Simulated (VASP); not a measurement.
```xyz
3
Lattice="0.0000 2.5482 2.5482 2.5482 0.0000 2.5482 2.5482 2.5482 0.0000" Properties=species:S:1:pos:R:3 pbc="T T T"
Zr     0.0000     0.0000     0.0000
O      1.2741     1.2741     1.2741
O      3.8223     3.8223     3.8223
```

Computed with PBE GGA with D3 dispersion (zero damping), VASP's PBE PAW potentials (set 64) (plane waves; VASP 6.6.1). Run with 520 eV cut-off, 8×8×8 Γ-centred mesh, Gaussian smearing of 0.050 eV, potentials Zr_sv O.

Predict the energy per atom (σ→0), band gap (on the k-mesh) with the smallest direct gap where there is one.

```
Item                                             Result
-----------------------------------  ------------------
band gap (on the k-mesh)                        3.34 eV
smallest direct gap (on the k-mesh)             3.78 eV
energy per atom (σ→0)                -936.9 kJ/mol-atom
```

Total energies compare only between runs with the same potentials, cut-off and functional.

The compound is ZrO2 in the fluorite structure, the high-temperature cubic form, which is unstable at 0 K; the monoclinic form is the stable one. It was relaxed first.
